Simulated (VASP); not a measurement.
# A VASP study of BaY2 (PBE): structure first, properties next, part 2 of 5

Wanted: the relaxed cell of BaY2 and its properties. The cell is generated by rule, not measured, and may not be a known phase.

VASP 6.6.1; PBE; plane waves and PAW (Ba_sv, Y_sv); invented cell.

Still holding for the runs below: The k-mesh is coarse for a metal.

So far. Step 2 (Rough relaxation of the start cell): It ends with a largest force of 0.006 eV/Å and a pressure of -0.12 GPa.

## Step 3: Full relaxation (PBE)

Properties are meant for the cell that this level of theory prefers, so cell and atoms are relaxed first (ISIF = 3) until forces and stress are small; EDIFFG sets the threshold.

File INCAR:

```
SYSTEM = BaY2
PREC = Accurate
ENCUT = 400
EDIFF = 1E-06
NELM = 100
ISMEAR = 1
SIGMA = 0.2
LREAL = .FALSE.
ALGO = Normal
GGA = PE
NBANDS = 22
LORBIT = 11
LWAVE = .FALSE.
LCHARG = .FALSE.
IBRION = 2
NSW = 60
ISIF = 3
EDIFFG = -0.01
```

File POSCAR:

```
BaY2
1.0
    5.8210386900      0.0000000000      0.0000000000
    0.0000000000      5.8210386900      0.0000000000
    0.0000000000      0.0000000000      4.0036792000
Ba Y
1 2
Direct
    0.5000000000      0.5000000000      0.0000000000
    0.5000000000      0.0000000000      0.5000000000
    0.0000000000      0.5000000000      0.5000000000
```

File KPOINTS:

```
Automatic mesh
0
Gamma
4 4 6
0 0 0
```

The projector-augmented-wave data sets are Ba_sv and Y_sv (PBE family, release 64).

The cell reached was symmetrised within 0.01 Å before this step, which raises the operations from 8 to 16, which the run then keeps.

Run with:

```sh
$ mpirun -np 1 vasp_std
```

What it wrote:

```text
[... set-up lines as in an earlier step ...]
 entering main loop
       N       E                     dE             d eps       ncg     rms          rms(c)
DAV:   1     0.171891989511E+03    0.17189E+03   -0.13317E+04  1080   0.108E+03
DAV:   2     0.234686782778E+01   -0.16955E+03   -0.16273E+03  1294   0.267E+02
DAV:   3    -0.133938842214E+02   -0.15741E+02   -0.15032E+02  1880   0.568E+01
DAV:   4    -0.143364059529E+02   -0.94252E+00   -0.93375E+00  1554   0.125E+01
DAV:   5    -0.143624344975E+02   -0.26029E-01   -0.26009E-01  1560   0.206E+00    0.206E+01
DAV:   6    -0.121290454212E+02    0.22334E+01   -0.67183E+00  1370   0.823E+00    0.139E+01
DAV:   7    -0.120747544696E+02    0.54291E-01   -0.13789E+00  1634   0.434E+00    0.605E+00
DAV:   8    -0.120833458094E+02   -0.85913E-02   -0.24924E-01  1608   0.213E+00    0.673E-01
DAV:   9    -0.120815500333E+02    0.17958E-02   -0.23203E-02  1438   0.615E-01    0.351E-01
DAV:  10    -0.120813396637E+02    0.21037E-03   -0.33988E-03  1446   0.356E-01    0.141E-01
DAV:  11    -0.120813583891E+02   -0.18725E-04   -0.30650E-04  1664   0.970E-02    0.375E-02
DAV:  12    -0.120813494702E+02    0.89188E-05   -0.51487E-05  1468   0.375E-02    0.106E-02
DAV:  13    -0.120813520065E+02   -0.25362E-05   -0.52512E-06  1430   0.143E-02    0.523E-03
DAV:  14    -0.120813521028E+02   -0.96323E-07   -0.38338E-07   882   0.362E-03
   1 F= -.12081352E+02 E0= -.12080669E+02  d E =-.120814E+02
 curvature:   0.00 expect dE= 0.000E+00 dE for cont linesearch  0.000E+00
 trial: gam= 0.00000 g(F)=  0.000E+00 g(S)=  0.163E-02 ort = 0.000E+00 (trialstep = 0.100E+01)
 search vector abs. value=  0.163E-02
 bond charge predicted
       N       E                     dE             d eps       ncg     rms          rms(c)
DAV:   1    -0.121027571094E+02   -0.21405E-01   -0.42677E-01  1400   0.380E+00    0.903E-01
DAV:   2    -0.120855081251E+02    0.17249E-01   -0.46832E-02  1336   0.121E+00    0.416E-01
DAV:   3    -0.120812955293E+02    0.42126E-02   -0.30557E-02  1648   0.804E-01    0.231E-01
DAV:   4    -0.120817200436E+02   -0.42451E-03   -0.21110E-03  1560   0.222E-01    0.134E-01
DAV:   5    -0.120822403400E+02   -0.52030E-03   -0.50388E-04  1854   0.845E-02    0.743E-02
DAV:   6    -0.120824472013E+02   -0.20686E-03   -0.27038E-04  1668   0.791E-02    0.974E-03
DAV:   7    -0.120824497203E+02   -0.25191E-05   -0.29989E-05  1712   0.233E-02    0.896E-03
DAV:   8    -0.120824539111E+02   -0.41908E-05   -0.59240E-06  1584   0.120E-02    0.105E-03
DAV:   9    -0.120824535776E+02    0.33354E-06   -0.17556E-07   732   0.215E-03
   2 F= -.12082454E+02 E0= -.12081861E+02  d E =-.110147E-02
 trial-energy change:   -0.001101  1 .order   -0.001099   -0.001634   -0.000565
 step:   1.5283(harm=  1.5283)  dis= 0.00000  next Energy=   -12.082601 (dE=-0.125E-02)
 bond charge predicted
       N       E                     dE             d eps       ncg     rms          rms(c)
DAV:   1    -0.120882947025E+02   -0.58408E-02   -0.11948E-01  1412   0.201E+00    0.479E-01
DAV:   2    -0.120834549152E+02    0.48398E-02   -0.13270E-02  1348   0.642E-01    0.221E-01
DAV:   3    -0.120822707518E+02    0.11842E-02   -0.86072E-03  1624   0.426E-01    0.123E-01
DAV:   4    -0.120823940754E+02   -0.12332E-03   -0.58653E-04  1534   0.117E-01    0.717E-02
DAV:   5    -0.120825464094E+02   -0.15233E-03   -0.14293E-04  1848   0.454E-02    0.401E-02
DAV:   6    -0.120826103795E+02   -0.63970E-04   -0.74035E-05  1622   0.422E-02    0.509E-03
DAV:   7    -0.120826115155E+02   -0.11360E-05   -0.94818E-06  1700   0.125E-02    0.470E-03
DAV:   8    -0.120826133537E+02   -0.18383E-05   -0.16364E-06  1054   0.647E-03    0.972E-04
DAV:   9    -0.120826131126E+02    0.24112E-06   -0.17319E-07   654   0.212E-03
   3 F= -.12082613E+02 E0= -.12082071E+02  d E =-.126101E-02
 curvature:  -0.76 expect dE=-0.298E-05 dE for cont linesearch -0.146E-06
 trial: gam=-0.00841 g(F)=  0.589E-63 g(S)=  0.390E-05 ort = 0.176E-04 (trialstep = 0.111E+01)
 search vector abs. value=  0.372E-05
 reached required accuracy - stopping structural energy minimisation
```

Wall time 2.4 min (1 MPI rank of AMD EPYC 7R43, shared host); peak memory 0.19 GiB.

OUTCAR, selected parts (step 3):

```text
  LATTYP: Found a simple tetragonal cell.
 ALAT       =     5.8210386900
 C/A-ratio  =     0.6877946382

 Subroutine GETGRP returns: Found 16 space group operations
 (whereof 16 operations were pure point group operations)

The static configuration has the point symmetry D_4h.

 Found     24 irreducible k-points:

   k-points           NKPTS =     24   k-points in BZ     NKDIM =     24   number of bands    NBANDS=     22

   dimension x,y,z NGX =    40 NGY =   40 NGZ =   28
   dimension x,y,z NGXF=    80 NGYF=   80 NGZF=   56

   ENCUT  =  400.0 eV  29.40 Ry    5.42 a.u.   9.49  9.49  6.53*2*pi/ulx,y,z

   NELECT =      32.0000    total number of electrons

 E-fermi :   1.9592

 k-point     1 :       0.0000    0.0000    0.0000
  band No.  band energies     occupation
    ...
     13      -1.5674      2.00000
     14       0.4365      2.00000
     15       0.4379      2.00000
     16       1.1032      2.00000
     17       1.9064      1.42985
     18       2.7289     -0.00000
     19       2.7289     -0.00000
     20       3.8822     -0.00000
     21       3.8822     -0.00000
     22       4.0140     -0.00000

 k-point     2 :       0.2500    0.0000    0.0000
  band No.  band energies     occupation
    ...
     13      -1.1764      2.00000
     14       0.4878      2.00000
     15       0.6459      2.00000
     16       1.2658      2.00001
     17       1.9286      1.25555
     18       2.7924     -0.00000
     19       3.1392     -0.00000
     20       3.2310     -0.00000
     21       3.3226     -0.00000
     22       3.6913     -0.00000

  Total        0.0045416      0.0045416     -0.0141821      0.0000000      0.0000000      0.0000000
  in kB        0.0543710      0.0543710     -0.1697834      0.0000000      0.0000000      0.0000000
  external PRESSURE =      -0.0203472 kB  Pullay stress =       0.0000000 kB

  energy-cutoff  :      400.00
  volume of cell :      133.83
      direct lattice vectors                 reciprocal lattice vectors
     5.795331418  0.000000000  0.000000000     0.172552686  0.000000000  0.000000000
     0.000000000  5.795331418  0.000000000     0.000000000  0.172552686  0.000000000
     0.000000000 -0.000000000  3.984744474     0.000000000  0.000000000  0.250957121

 POSITION                                       TOTAL-FORCE (eV/Angst)
 -----------------------------------------------------------------------------------
      2.89767      2.89767      0.00000         0.000000     -0.000000      0.000000
      2.89767     -0.00000      1.99237         0.000000     -0.000000      0.000000
      0.00000      2.89767      1.99237         0.000000      0.000000      0.000000
 -----------------------------------------------------------------------------------
    total drift:                                0.000000      0.000000     -0.000000

  FREE ENERGIE OF THE ION-ELECTRON SYSTEM (eV)
  ---------------------------------------------------
  free  energy   TOTEN  =       -12.0826131126 eV

  energy  without entropy=      -12.0809866161  energy(sigma->0) =      -12.08207095

 total charge
# of ion       s       p       d       f       tot
--------------------------------------------------
    1        2.085   5.464   0.638   0.000   8.187
    2        2.297   6.093   0.831   0.005   9.227
    3        2.297   6.093   0.831   0.005   9.227
--------------------------------------------------
tot          6.680  17.650   2.301   0.010  26.641

[... 1 part as in an earlier step ...]

[... 7 further parts left out ...]
```

CONTCAR:

```
BaY2
   1.00000000000000
     5.7953314175166488    0.0000000000000000    0.0000000000000000
     0.0000000000000000    5.7953314175166488    0.0000000000000000
     0.0000000000000000   -0.0000000000000000    3.9847444736338300
  Ba              Y
     1     2
Direct
     0.5000000000000000    0.5000000000000000    0.0000000000000000
     0.5000000000000000    0.0000000000000000    0.5000000000000000
     0.0000000000000000    0.5000000000000000    0.5000000000000000
```

The run keeps the 16 symmetry operations of its start, so it cannot find a distortion of lower symmetry.

Step by step:

```csv
step,energy less that of the first step (eV),largest force (eV/Å),pressure (GPa),volume (Å³)
1,0.0000,0.0000,-0.22,135.66
2,-0.0011,0.0000,-0.08,134.46
3,-0.0013,0.0000,0.00,133.83
```

```csv
"conventional cell, symmetrised",before,after,change
a (Å),5.821,5.795,-0.4 %
b (Å),5.821,5.795,-0.4 %
c (Å),4.004,3.985,-0.5 %
volume (Å³/atom),45.22,44.61,-1.4 %
```

Final coordinates:

```xyz
3
Lattice="5.7953 0.0000 0.0000 0.0000 5.7953 0.0000 0.0000 0.0000 3.9847" Properties=species:S:1:pos:R:3 pbc="T T T"
Ba    2.8977    2.8977    0.0000
Y     2.8977    0.0000    1.9924
Y     0.0000    2.8977    1.9924
```

Numbers from this step:

```
irreducible k-points            : 24
symmetry operations             : 16
free energy (TOTEN)             : -12.08 eV
energy at zero smearing         : -12.08 eV
Fermi energy                    : 1.959 eV
pressure                        : -0.002035 GPa
SCF cycles over all ionic steps : 32
```

It ends with forces that vanish by symmetry and a pressure of 0.00 GPa.

## Step 4: Second relaxation

The basis stayed that of the start cell while the cell moved. A rerun from the cell reached resets it; the error of the finite cutoff stays.

INCAR is that of step 3.

File POSCAR:

```
BaY2
1.0
    5.7953314175      0.0000000000      0.0000000000
    0.0000000000      5.7953314175      0.0000000000
    0.0000000000      0.0000000000      3.9847444736
Ba Y
1 2
Direct
    0.5000000000      0.5000000000      0.0000000000
    0.5000000000      0.0000000000      0.5000000000
    0.0000000000      0.5000000000      0.5000000000
```

KPOINTS is that of step 3.

Run with:

```sh
$ mpirun -np 1 vasp_std
```

What it wrote:

```text
[... set-up lines as in an earlier step ...]
 entering main loop
       N       E                     dE             d eps       ncg     rms          rms(c)
DAV:   1     0.171932225230E+03    0.17193E+03   -0.13288E+04  1112   0.108E+03
DAV:   2     0.742715614195E+00   -0.17119E+03   -0.16507E+03  1372   0.265E+02
DAV:   3    -0.134587833276E+02   -0.14201E+02   -0.13595E+02  1864   0.558E+01
DAV:   4    -0.143354309741E+02   -0.87665E+00   -0.86284E+00  1648   0.118E+01
DAV:   5    -0.143575676114E+02   -0.22137E-01   -0.22133E-01  1550   0.178E+00    0.208E+01
DAV:   6    -0.121282935172E+02    0.22293E+01   -0.66922E+00  1362   0.828E+00    0.140E+01
DAV:   7    -0.120766184873E+02    0.51675E-01   -0.13930E+00  1646   0.437E+00    0.607E+00
DAV:   8    -0.120847604564E+02   -0.81420E-02   -0.25636E-01  1628   0.216E+00    0.670E-01
DAV:   9    -0.120826421915E+02    0.21183E-02   -0.25268E-02  1424   0.634E-01    0.348E-01
DAV:  10    -0.120824097017E+02    0.23249E-03   -0.34983E-03  1478   0.357E-01    0.142E-01
DAV:  11    -0.120824304594E+02   -0.20758E-04   -0.31558E-04  1682   0.969E-02    0.395E-02
DAV:  12    -0.120824211765E+02    0.92829E-05   -0.51295E-05  1486   0.380E-02    0.108E-02
DAV:  13    -0.120824237714E+02   -0.25949E-05   -0.53632E-06  1462   0.147E-02    0.484E-03
DAV:  14    -0.120824236905E+02    0.80857E-07   -0.38830E-07   876   0.389E-03
   1 F= -.12082424E+02 E0= -.12081881E+02  d E =-.120824E+02
 curvature:   0.00 expect dE= 0.000E+00 dE for cont linesearch  0.000E+00
 trial: gam= 0.00000 g(F)=  0.000E+00 g(S)=  0.449E-05 ort = 0.000E+00 (trialstep = 0.100E+01)
 search vector abs. value=  0.449E-05
 reached required accuracy - stopping structural energy minimisation
```

Run time: 60 s. Hardware: 1 MPI rank; peak memory 0.19 GiB.

Parts of OUTCAR (step 4):

```text
  LATTYP: Found a simple tetragonal cell.
 ALAT       =     5.7953314175
 C/A-ratio  =     0.6875783603

The static configuration has the point symmetry D_4h.

 Found     24 irreducible k-points:

   ENCUT  =  400.0 eV  29.40 Ry    5.42 a.u.   9.45  9.45  6.50*2*pi/ulx,y,z

   NELECT =      32.0000    total number of electrons

 E-fermi :   1.9592

 k-point     1 :       0.0000    0.0000    0.0000
  band No.  band energies     occupation
    ...
     13      -1.5674      2.00000
     14       0.4365      2.00000
     15       0.4378      2.00000
     16       1.1032      2.00000
     17       1.9064      1.42985
     18       2.7289     -0.00000
     19       2.7289     -0.00000
     20       3.8822     -0.00000
     21       3.8822     -0.00000
     22       4.0140     -0.00000

 k-point     2 :       0.2500    0.0000    0.0000
  band No.  band energies     occupation
    ...
     13      -1.1765      2.00000
     14       0.4878      2.00000
     15       0.6459      2.00000
     16       1.2658      2.00001
     17       1.9286      1.25559
     18       2.7924     -0.00000
     19       3.1392     -0.00000
     20       3.2310     -0.00000
     21       3.3226     -0.00000
     22       3.6913     -0.00000

  Total        0.0032185      0.0032185     -0.0160805      0.0000000      0.0000000      0.0000000
  in kB        0.0385303      0.0385303     -0.1925100      0.0000000      0.0000000      0.0000000
  external PRESSURE =      -0.0384832 kB  Pullay stress =       0.0000000 kB

  energy-cutoff  :      400.00
  volume of cell :      133.83
      direct lattice vectors                 reciprocal lattice vectors
     5.795331417  0.000000000  0.000000000     0.172552686  0.000000000  0.000000000
     0.000000000  5.795331417  0.000000000     0.000000000  0.172552686  0.000000000
     0.000000000  0.000000000  3.984744474     0.000000000  0.000000000  0.250957121

 POSITION                                       TOTAL-FORCE (eV/Angst)
 -----------------------------------------------------------------------------------
      2.89767      2.89767      0.00000         0.000000      0.000000      0.000000
      2.89767      0.00000      1.99237         0.000000      0.000000      0.000000
      0.00000      2.89767      1.99237         0.000000      0.000000      0.000000
 -----------------------------------------------------------------------------------
    total drift:                                0.000000      0.000000     -0.000000

  FREE ENERGIE OF THE ION-ELECTRON SYSTEM (eV)
  ---------------------------------------------------
  free  energy   TOTEN  =       -12.0824236905 eV

  energy  without entropy=      -12.0807964989  energy(sigma->0) =      -12.08188129

[... 6 parts as in an earlier step ...]

[... 6 further parts left out ...]
```

Little changed from the start: no atom moved by 0.005 Å and no cell edge by 0.1 %.

This step gave:

* pressure: -0.003848 GPa
* SCF cycles over all ionic steps: 14

It ends with forces that vanish by symmetry and a pressure of 0.00 GPa. The volume moved by under 0.01 %: the run met its threshold at the first step.

## Step 5: Single point with fields (PBE)

The relaxed cell gets a fresh self-consistent run, on a basis set for its own volume, to fix the density and to check the remaining stress.

INCAR: that of step 4 with these lines changed.

```diff
@@ -13,6 +13,5 @@
 LWAVE = .FALSE.
-LCHARG = .FALSE.
-IBRION = 2
-NSW = 60
-ISIF = 3
-EDIFFG = -0.01
+LCHARG = .TRUE.
+ISIF = 2
+LELF = .TRUE.
+LVHAR = .TRUE.
```

POSCAR is that of step 4.

KPOINTS is that of step 4.

Run with:

```sh
$ mpirun -np 1 vasp_std
```

What it wrote:

```text
[... set-up lines as in an earlier step ...]
 entering main loop
       N       E                     dE             d eps       ncg     rms          rms(c)
[... 14 cycles as in an earlier step ...]
   1 F= -.12082424E+02 E0= -.12081881E+02  d E =-.162719E-02
```

Elapsed: 65 s, on 1 MPI rank; peak memory 0.19 GiB.

From OUTCAR (step 5):

```text
   NELECT =      32.0000    total number of electrons

 E-fermi :   1.9592

[... 20 parts as in an earlier step ...]

[... 2 further parts left out ...]
```

This step gave:

```
SCF cycles : 14
```

Valence electrons inside each PAW sphere by angular momentum. Sphere charges, by row:

```csv
atom,s (e),p (e),d (e),f (e),tot (e)
Ba1,2.085,5.464,0.638,0,8.187
Y2,2.297,6.093,0.831,0.005,9.227
Y3,2.297,6.093,0.831,0.005,9.227
```

ELF in the ac plane at fractional y = 0.500, with atoms of Ba and Y within 0.2 Å of it. It is the smooth field of the valence electrons, not physical close to the nuclei.

Values, 11 rows by 16 columns, each cell a mean:
```
0.45 0.43 0.32 0.17 0.30 0.75 0.85 0.76 0.72 0.81 0.84 0.55 0.19 0.22 0.39 0.45
0.22 0.19 0.15 0.12 0.18 0.57 0.82 0.84 0.84 0.84 0.75 0.36 0.13 0.13 0.17 0.20
0.44 0.30 0.13 0.08 0.12 0.28 0.57 0.73 0.76 0.68 0.44 0.18 0.10 0.09 0.19 0.38
0.68 0.56 0.31 0.12 0.13 0.17 0.23 0.32 0.35 0.29 0.20 0.16 0.11 0.17 0.43 0.64
0.77 0.69 0.49 0.21 0.19 0.26 0.20 0.16 0.15 0.17 0.23 0.25 0.16 0.32 0.60 0.73
0.78 0.71 0.53 0.24 0.20 0.31 0.23 0.16 0.15 0.19 0.28 0.28 0.18 0.36 0.63 0.75
0.73 0.63 0.40 0.15 0.16 0.20 0.18 0.20 0.20 0.19 0.19 0.19 0.13 0.24 0.52 0.69
0.57 0.43 0.19 0.09 0.12 0.20 0.39 0.56 0.60 0.50 0.29 0.15 0.10 0.11 0.29 0.52
0.28 0.19 0.12 0.10 0.14 0.43 0.74 0.83 0.84 0.81 0.64 0.26 0.11 0.10 0.14 0.24
0.31 0.30 0.24 0.15 0.25 0.69 0.85 0.81 0.79 0.84 0.82 0.48 0.16 0.18 0.28 0.31
0.59 0.55 0.37 0.18 0.33 0.78 0.84 0.71 0.64 0.78 0.85 0.60 0.20 0.24 0.47 0.58
```
Columns run along a (5.8 Å), rows up along c (4.0 Å). Atoms in or near the plane, at fractional coordinates: Ba at (0.50, 0.00), Y at (0.00, 0.50).

Valence density in the ac plane at fractional y = 0.500, with atoms of Ba and Y within 0.2 Å of it. It is the smooth field of the valence electrons, not physical close to the nuclei.

Ten even steps from '_' (0.1 e/Å³) to '@' (4.9 e/Å³), each cell a mean:
```
__________..::::..::::__________
____________..::::::..__________
..____________......____________
==::________________________..--
%%++::______________________--##
@@**::____________________..==%%
**==..______________________::++
::..__________________________..
____________....::..____________
____________::::::::..__________
__________..::....::::__________
```
Columns run along a (5.8 Å), rows up along c (4.0 Å). Atoms in or near the plane, at fractional coordinates: Ba at (0.50, 0.00), Y at (0.00, 0.50).

Electrostatic potential energy in the ac plane at fractional y = 0.500, with atoms of Ba and Y within 0.2 Å of it. With pseudopotentials it is smooth inside the atoms' cores, unlike the true potential.

Ten even steps from '0' (-25 eV) to '9' (1 eV), each cell a mean:
```
9999752000368999
7889864213578988
4578886555788765
2247898878998632
0136899999998520
0136899999998420
1247899989998531
3468887667888753
6788875334678876
9999853001468999
9999751000368999
```
Columns run along a (5.8 Å; values clipped at the 3rd and 97th percentile), rows up along c (4.0 Å). Atoms in or near the plane, at fractional coordinates: Ba at (0.50, 0.00), Y at (0.00, 0.50).

In this run the pressure is 0.00 GPa, small enough to go on.

[end of part 2 of 5]

[Lines on the potential files, build, host, timing and source positions are cut from VASP's logs without a mark.]

[Logs are printed without paths, hosts, clocks, repeated set-up lines and the standing remarks that a program may print on its own settings, such as how far it seeks lower states.]

[Hosts, paths, dates, database ids (printed as entryN), source tags and the programs' standing remarks are cut or masked in the printed files.]

[A measured line is paired with the nearest computed mode of its activity, which favours agreement.]
